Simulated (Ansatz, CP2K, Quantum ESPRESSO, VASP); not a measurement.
## Code comparison for LaIn5Rh (P1, 7 atoms in the cell)

Self-consistent single point, at a second geometry (atoms moved at random). First geometry:

```
LaIn5Rh
1.0
    4.64255     0.00000     0.00000
    0.00000     4.64255     0.00000
    0.00000     0.00000     7.53034
La In Rh
1 5 1
Direct
  0.00000   0.00000   0.00000
  0.50000   0.50000   0.00000
  0.50000   0.00000   0.69223
  0.50000   0.00000   0.30777
  0.00000   0.50000   0.69223
  0.00000   0.50000   0.30777
  0.00000   0.00000   0.50000
```

Second geometry:
```yaml
crystal:
  lattice:
    - [4.64255, 0.00000, 0.00000]
    - [0.00000, 4.64255, 0.00000]
    - [0.00000, 0.00000, 7.53034]
  atoms:
    - { symbol: La, position: [0.98593, 0.99859, 0.00260] }
    - { symbol: In, position: [0.50594, 0.49975, 0.00341] }
    - { symbol: In, position: [0.50718, 0.99315, 0.69697] }
    - { symbol: In, position: [0.49628, 0.00214, 0.30304] }
    - { symbol: In, position: [0.00808, 0.50962, 0.69603] }
    - { symbol: In, position: [0.99797, 0.50807, 0.29032] }
    - { symbol: Rh, position: [0.99862, 0.98869, 0.50762] }
```

Shared settings, as Ansatz (a program for electronic structure) writes them: kpoints.mp_grid.grid = 5 5 3; scf.occupations.method = fermi_dirac; scf.occupations.width = 0.0037 Ry. Potentials and cutoffs stand in the table.

```csv
code,model,ΔF from the first geometry (meV/atom),pressure (GPa),largest force (eV/Å),cutoff
VASP,"PBEsol, VASP's PBE PAW potentials (set 64)",21.8,0.45,1.021,300 eV
Quantum ESPRESSO,"PBEsol, GBRV 1.5 ultrasoft (PBESOL) pseudopotentials",22.3,-0.29,1.035,40 Ry
Ansatz,"PBEsol, PAW files made with PBE",21.8,0.88,1.022,default
CP2K,"PBEsol, GPW, DZVP-MOLOPT-SR-GTH basis, GTH-PBE potentials (GTH_POTENTIALS)",22.3,1.87,1.052,grid 500 Ry
```

Size of the force on each atom (eV/Å): Sizes of forces hide their directions.

```tsv
code	La1	In2	In3	In4	In5	In6	Rh7
VASP	0.773	0.409	0.433	0.433	0.721	1.021	0.903
Quantum ESPRESSO	0.772	0.409	0.436	0.451	0.718	1.035	0.884
Ansatz	0.772	0.408	0.433	0.434	0.719	1.022	0.898
CP2K	0.805	0.436	0.457	0.432	0.760	1.052	0.968
```

On Ansatz's run: spin polarisation is off.

The spread over the programs that give each value: ΔF from the first geometry within 0.5 meV/atom; pressure within 2.16 GPa; largest force within 0.031 eV/Å.

CP2K uses small atom-centred bases, whose incompleteness enters pressures, forces and empty levels differently from a plane-wave cutoff. Ansatz's pressure is given at a fixed set of plane waves, as the other plane-wave codes print theirs. In the pressure, CP2K (by 1.42) lies more than 1 GPa from the median of the plane-wave programs.

VASP's run is marked for a possible Pulay error in its stress at this cutoff; no cutoff test was made.

The starting cell comes from a database of computed structures (which also holds hypothetical and non-ambient phases and stackings), without a prior relaxation at this level. Its lattice was rescaled by a random factor within 2.5 % of one. For this run, on top of that: atoms moved at random.

Left out of this page: SIESTA (not drawn, or without a comparable value).

Keys are those of Ansatz 0.2.
